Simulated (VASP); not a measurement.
Given:

```
MgS
1.0
    0.00000     2.65681     2.57034
    2.54963     0.00000     2.57034
    2.54963     2.65681     0.00000
Mg S
1 1
Direct
  0.00000   0.00000   0.00000
  0.49422   0.50578   0.50578
```

The numbers are results of PBE GGA, VASP's PBE PAW potentials (set 64) (plane waves; VASP), not measurements. Run with 800 eV cut-off, 8×8×8 Γ-centred mesh, Gaussian smearing of 0.050 eV, potentials Mg S.

Question: Give the force on each atom (eV/Å).

Answer: 
```csv
atom,Fx,Fy,Fz
Mg1,0.120,0.000,0.000
S2,-0.120,0.000,0.000
```

Question: Give the stress tensor in GPa (positive for a compressed cell).

Answer: 
```
 3.98   0.00   0.00
 0.00  -0.62   0.00
 0.00   0.00   2.84
```
The pressure is its mean diagonal, 2.06 GPa.

The compound is MgS in the rock salt structure. The cell was not relaxed at this level, atoms are displaced from their ideal sites. The run is one of a series of settings (ENCUT = 800 against the base run), some of them coarse on purpose.
